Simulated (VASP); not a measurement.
Here is the system:

```
InAs
1.0
    0.00000     3.09453     3.09453
    3.09453     0.00000     3.09453
    3.09453     3.09453     0.00000
In As
1 1
Cartesian
  0.00000   0.00000   0.00000
  1.54726   1.54726   1.54726
```

The numbers are results of modified Becke-Johnson potential (mBJ), VASP's PBE PAW potentials (set 64) (plane waves; VASP), not measurements. Settings: 520 eV cut-off, 6×6×6 Γ-centred mesh, Gaussian smearing of 0.050 eV, potentials In_d As.

mBJ is a potential without an energy functional, so only the levels count. Unless said otherwise, spin-orbit coupling is left out, though it shifts the bands of the heavy elements here.

Problem. Estimate the band gap (over mesh and band path) with the smallest direct gap where there is one.

Solution. 
```yaml
band gap (over mesh and band path): 0.35 eV
smallest direct gap (over mesh and band path): 0.35 eV
```

The absolute energy has meaning only against runs of the same code, potentials and settings.

The compound is InAs in the zinc blende structure. It was relaxed first, which changed the volume by +7 %. The cell's shape comes from a PBE relaxation.
